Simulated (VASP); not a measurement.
Output of a VASP run:

### OUTCAR
```
 ion  position               nearest neighbor table
   1  0.000  0.000  0.000-   2 1.89   2 1.89   2 1.89   2 1.89
   2  0.250  0.250  0.250-   1 1.89   1 1.89   1 1.89   1 1.89
  LATTYP: Found a face centered cubic cell.
 ALAT       =     4.3703635492
 Subroutine PRICEL returns:
 Original cell was already a primitive cell.
 Subroutine GETGRP returns: Found 24 space group operations
The static configuration has the point symmetry T_d .
The dynamic configuration has the point symmetry T_d .
 Subroutine INISYM returns: Found 24 space group operations
 Subroutine IBZKPT returns following result:
 Found     72 irreducible k-points:

 Following reciprocal coordinates:
            Coordinates               Weight
  0.000000  0.000000  0.000000      1.000000
  0.083333  0.000000  0.000000      8.000000
  0.166667  0.000000  0.000000      8.000000
  0.250000  0.000000  0.000000      8.000000
  0.333333  0.000000  0.000000      8.000000
  0.416667  0.000000  0.000000      8.000000
  0.500000  0.000000  0.000000      4.000000
  0.083333  0.083333  0.000000      6.000000
  0.166667  0.083333  0.000000     24.000000
  0.250000  0.083333  0.000000     24.000000
  0.333333  0.083333  0.000000     24.000000
  0.416667  0.083333  0.000000     24.000000
  0.500000  0.083333  0.000000     24.000000
 -0.416667  0.083333  0.000000     24.000000
 -0.333333  0.083333  0.000000     24.000000
 -0.250000  0.083333  0.000000     24.000000
 -0.166667  0.083333  0.000000     24.000000
 -0.083333  0.083333  0.000000     12.000000
  0.166667  0.166667  0.000000      6.000000
  0.250000  0.166667  0.000000     24.000000
  0.333333  0.166667  0.000000     24.000000
  0.416667  0.166667  0.000000     24.000000
  0.500000  0.166667  0.000000     24.000000
 -0.416667  0.166667  0.000000     24.000000
 -0.333333  0.166667  0.000000     24.000000
 -0.250000  0.166667  0.000000     24.000000
 -0.166667  0.166667  0.000000     12.000000
  0.250000  0.250000  0.000000      6.000000
  0.333333  0.250000  0.000000     24.000000
  0.416667  0.250000  0.000000     24.000000
  0.500000  0.250000  0.000000     24.000000
 -0.416667  0.250000  0.000000     24.000000
 -0.333333  0.250000  0.000000     24.000000
 -0.250000  0.250000  0.000000     12.000000
  0.333333  0.333333  0.000000      6.000000
  0.416667  0.333333  0.000000     24.000000
  0.500000  0.333333  0.000000     24.000000
 -0.416667  0.333333  0.000000     24.000000
 -0.333333  0.333333  0.000000     12.000000
  0.416667  0.416667  0.000000      6.000000
   k-points           NKPTS =     72   k-points in BZ     NKDIM =     72   number of bands    NBANDS=      8
   number of dos      NEDOS =    601   number of ions     NIONS =      2
   total plane-waves  NPLWV =  13824
   dimension x,y,z NGX =    24 NGY =   24 NGZ =   24
   dimension x,y,z NGXF=    48 NGYF=   48 NGZF=   48
   ions per type =               1   1
   PREC   = accura    normal or accurate (medium, high low for compatibility)
   ISTART =      0    job   : 0-new  1-cont  2-samecut
   ICHARG =      2    charge: 1-file 2-atom 10-const
   ISPIN  =      1    spin polarized calculation?
   LNONCOLLINEAR =      F non collinear calculations
   LSORBIT =      F    spin-orbit coupling
   INIWAV =      1    electr: 0-lowe 1-rand  2-diag
   ENCUT  =  520.0 eV  38.22 Ry    6.18 a.u.   5.75  5.75  5.75*2*pi/ulx,y,z
   NELM   =    100;   NELMIN=  2; NELMDL= -5     # of ELM steps
   EDIFF  = 0.1E-06   stopping-criterion for ELM
   LREAL  =      F    real-space projection
   NLSPLINE    = F    spline interpolate recip. space projectors
   LMAXMIX     =    2 max onsite mixed and CHGCAR
   VOSKOWN=      0    Vosko Wilk Nusair interpolation
   EDIFFG = 0.1E-05   stopping-criterion for IOM
   NSW    =      0    number of steps for IOM
   NBLOCK =      1;   KBLOCK =      1    inner block; outer block
   IBRION =     -1    ionic relax: 0-MD 1-quasi-New 2-CG
...
```

OSZICAR:
```
       N       E                     dE             d eps       ncg     rms          rms(c)
DAV:   1     0.901922736694E+01    0.90192E+01   -0.41107E+03  1208   0.835E+02
DAV:   2    -0.167072500073E+02   -0.25726E+02   -0.25594E+02  1504   0.143E+02
DAV:   3    -0.172172048812E+02   -0.50995E+00   -0.50995E+00  1328   0.254E+01
DAV:   4    -0.172187830489E+02   -0.15782E-02   -0.15782E-02  1736   0.133E+00
DAV:   5    -0.172187865743E+02   -0.35253E-05   -0.35253E-05  1376   0.447E-02    0.862E+00
DAV:   6    -0.148571130202E+02    0.23617E+01   -0.13521E+01  1248   0.237E+01    0.293E+00
DAV:   7    -0.148474871486E+02    0.96259E-02   -0.10664E-01  1200   0.339E+00    0.200E+00
DAV:   8    -0.148416023587E+02    0.58848E-02   -0.18419E-02  1288   0.188E+00    0.407E-01
DAV:   9    -0.148413066416E+02    0.29572E-03   -0.79571E-04  1624   0.226E-01    0.207E-01
DAV:  10    -0.148414133217E+02   -0.10668E-03   -0.25673E-04  1232   0.139E-01    0.323E-02
DAV:  11    -0.148414120603E+02    0.12615E-05   -0.58457E-06  1496   0.194E-02    0.145E-02
DAV:  12    -0.148414122366E+02   -0.17631E-06   -0.10190E-06  1240   0.983E-03    0.100E-03
DAV:  13    -0.148414122434E+02   -0.68128E-08   -0.11930E-08   768   0.110E-03
   1 F= -.15379896E+02 E0= -.15379896E+02  d E =0.000000E+00
```

File OUTCAR:
```
------------------------ aborting loop because EDIFF is reached ----------------------------------------
 Edisp (eV)   -0.53848
  FORCE on cell =-STRESS in cart. coord.  units (eV):
  Direction    XX          YY          ZZ          XY          YZ          ZX
  --------------------------------------------------------------------------------------
  Total       0.00091     0.00091     0.00091     0.00000     0.00000     0.00000
  in kB       0.06975     0.06975     0.06975     0.00000     0.00000     0.00000
  external pressure =        0.07 kB  Pullay stress =        0.00 kB
  volume of cell :       20.87
      direct lattice vectors                 reciprocal lattice vectors
     0.000000000  2.185181775  2.185181775    -0.228813916  0.228813916  0.228813916
     2.185181775  0.000000000  2.185181775     0.228813916 -0.228813916  0.228813916
     2.185181775  2.185181775  0.000000000     0.228813916  0.228813916 -0.228813916
  FREE ENERGIE OF THE ION-ELECTRON SYSTEM (eV)
  ---------------------------------------------------
  free  energy   TOTEN  =       -15.3798955993 eV

  energy  without entropy=      -15.3798955993  energy(sigma->0) =      -15.37989560

 total charge

# of ion       s       p       d       tot
------------------------------------------
    1        0.370   0.446   0.000   0.816
    2        1.223   2.638   0.000   3.861
--------------------------------------------------
tot          1.594   3.083   0.000   4.677
```
(Selected blocks of OUTCAR.)

POSCAR:
```
AlN
1
   -0.0000000000     2.1851817746     2.1851817746
    2.1851817746     0.0000000000     2.1851817746
    2.1851817746     2.1851817746    -0.0000000000
Al N
1 1
Direct
  0.0000000000   0.0000000000   0.0000000000
  0.2500000000   0.2500000000   0.2500000000
```

Question: Reconstruct the remaining input files.

Answer: One answer among several that fit: the input of the run itself, PBE GGA with D3 dispersion (Becke-Johnson damping), plane waves, VASP's PBE PAW potentials (set 64).

**INCAR**
```
! general
SYSTEM = AlN
PREC   = Accurate
ENCUT  = 520
LREAL  = F
LASPH  = T

! electronic loop
EDIFF  = 1E-7
NELM   = 100
ALGO   = Normal

! smearing
ISMEAR = -5

! functional
GGA    = PE
IVDW   = 12

! ions
ISIF   = 2

! output
LWAVE  = F
LCHARG = T
LORBIT = 11
NEDOS  = 601
```

KPOINTS:
```
Automatic mesh
0
Gamma
12 12 12
0 0 0
```

POTCAR, in this order: Al N (PBE.64 set). Program: vasp_std.

The compound is AlN in the zinc blende structure, a metastable form; wurtzite is the usual one. It was relaxed first.
